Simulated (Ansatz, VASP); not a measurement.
**LiMgBN2 in VASP and in Ansatz**

Contents of INCAR:

```
ALGO     = Fast           # electronic algorithm
EDIFF    = 1E-7           # SCF threshold, eV
ENCUT    = 520            # plane-wave cutoff, eV
GGA      = PE             # functional
ISIF     = 2              # what is computed and relaxed
ISMEAR   = 0              # smearing method
LASPH    = True           # aspherical terms in the spheres
LCHARG   = True           # write CHGCAR
LELF     = True           # ELF
LREAL    = False          # projectors in reciprocal space
LVHAR    = True         
LWAVE    = False          # write WAVECAR
NBANDS   = 17             # bands
NELM     = 100            # most SCF steps
PREC     = Accurate       # precision mode
SIGMA    = 0.1            # smearing width, eV
```

Contents of KPOINTS:

```
k-points
0
Gamma
  6 6 6
```

POSCAR

```
LiMgBN2
1.0
   -1.9096560000      1.9096560000      4.4435220000
    1.9096560000     -1.9096560000      4.4435220000
    1.9096560000      1.9096560000     -4.4435220000
Li Mg B N
1 1 1 2
Direct
    0.2500000000      0.7500000000      0.5000000000
    0.7500000000      0.2500000000      0.5000000000
    0.5000000000      0.5000000000      0.0000000000
    0.6512635000      0.6512635000      0.0000000000
    0.3487365000      0.3487365000      0.0000000000
```

Input for Ansatz:

```yaml
crystal:
  lattice:
    - [-1.909656, 1.909656, 4.443522]
    - [1.909656, -1.909656, 4.443522]
    - [1.909656, 1.909656, -4.443522]
  atoms:
    - { symbol: Li, position: [0.25, 0.75, 0.5] }
    - { symbol: Mg, position: [0.75, 0.25, 0.5] }
    - { symbol: B, position: [0.5, 0.5, 0.0] }
    - { symbol: "N", position: [0.6512635, 0.6512635, 0.0] }
    - { symbol: "N", position: [0.3487365, 0.3487365, 0.0] }
basis:
  ecutwfc: 420
kpoints:
  mp_grid: { grid: [6, 6, 6] }
hamiltonian:
  xc: pbe
scf:
  occupations: { method: gaussian, width: 0.1 }
output:
  forces: true
  stress: true
  eigenvalues: true
```

The cell comes from a database or a generator and needn't be the stable form of this composition.

Alike in both runs: task single point; functional PBE; k mesh 6 × 6 × 6; occupations gaussian, width 0.1 eV; no spin polarisation.

|  | VASP | Ansatz |
| --- | --- | --- |
| version | VASP 6.6.1 | Ansatz 0.2.0 |
| potentials or method | VASP PAW PBE potentials, release 64 (Li_sv, Mg, B, N) | scalar-relativistic, plane waves, PAW |
| plane-wave cutoff (eV) | 520 | 420 |
| valence electrons in the cell | 18 | 26 |

Ansatz gave:

| Item | Value |
| --- | --- |
| gap on the k mesh at the Fermi level (eV) | 2.60 |
| least direct gap on the mesh (eV) | 3.55 |
| rms of the force components (eV/Å) | 0.021 |

Task: What did VASP give for the same quantities?

Result: gap on the k mesh at the Fermi level (eV): 2.60; least direct gap on the mesh (eV): 3.54; rms of the force components (eV/Å): 0.021.

Atom by atom the forces differ by 0.001 eV/Å (rms over components). The two sets of potentials don't hold the same shells in valence.

 A k mesh can miss the band edges.
